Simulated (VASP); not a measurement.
A VASP calculation is set up with these files.

**POSCAR**
```
TlF
1.0
  4.2101205975   0.0000000000   0.0000000000
 -2.1050602988   3.6460707063   0.0000000000
  0.0000000000   0.0000000000   6.9355636505
Tl F
2 2
Cart
 -0.0000021051   2.4307150196   0.0069723804
  2.1050624038   1.2153556867   3.4747542056
 -0.0000021051   2.4307150196   2.5938639885
  2.1050624038   1.2153556867   6.0616458138
```

### KPOINTS
```
Automatic mesh
0
Gamma
6 6 3
0 0 0
```

**INCAR**
```
# general
SYSTEM  = TlF
PREC    = Accurate
ENCUT   = 520   # plane-wave cut-off (eV)
LREAL   = .False.   # projection in real space or not
LASPH   = .True.

# electronic loop
EDIFF   = 1E-6
NELM    = 100   # most electronic steps
ALGO    = Normal   # blocked Davidson
LMAXMIX = 4
LMIXTAU = .True.

# smearing
ISMEAR  = 0   # Gaussian
SIGMA   = 0.05

# functional
METAGGA = R2SCAN

# ions
IBRION  = 2
NSW     = 60
ISIF    = 3
EDIFFG  = -0.02

# output
LWAVE   = .False.
LCHARG  = .False.
```

POTCAR, in this order: Tl_d F (PBE.64 set). Program: vasp_std.

**Question.** Write an equivalent input for Ansatz.

**Answer.** One equivalent input (not run):
Ansatz 0.2 input:
```yaml
crystal:
  lattice:
    - [4.2101206, 0.0000000, 0.0000000]
    - [-2.1050603, 3.6460707, 0.0000000]
    - [0.0000000, 0.0000000, 6.9355637]
  atoms:
    - { symbol: Tl, position: [0.3333330, 0.6666670, 0.0010053] }
    - { symbol: Tl, position: [0.6666670, 0.3333330, 0.5010053] }
    - { symbol: F, position: [0.3333330, 0.6666670, 0.3739947] }
    - { symbol: F, position: [0.6666670, 0.3333330, 0.8739947] }
kpoints:
  mp_grid: { grid: [6, 6, 3] }
hamiltonian:
  xc: r2scan
  pseudopotentials: { kind: paw }
scf:
  occupations: { method: gaussian, width: 0.05 }
  max_iter: 100
relax:
  max_steps: 60
  f_tol: 0.02
  cell: {}
output: { forces: true, stress: true, eigenvalues: true }
```
The two are equivalent in intent, not identical: each code has its own PAW files, so the cut-off isn't converted (ENCUT is set for VASP's; basis.ecutwfc is left out, and Ansatz then takes the one that its files recommend); Ansatz stops its SCF on the density residual and VASP on the energy change (EDIFF).

The structure was generated: TlF was put into the wurtzite type (P6_3mc), which need not be its known phase. This run relaxes it. Symmetry was kept, so distortions that lower it aren't found. The start is the result of an earlier pass.
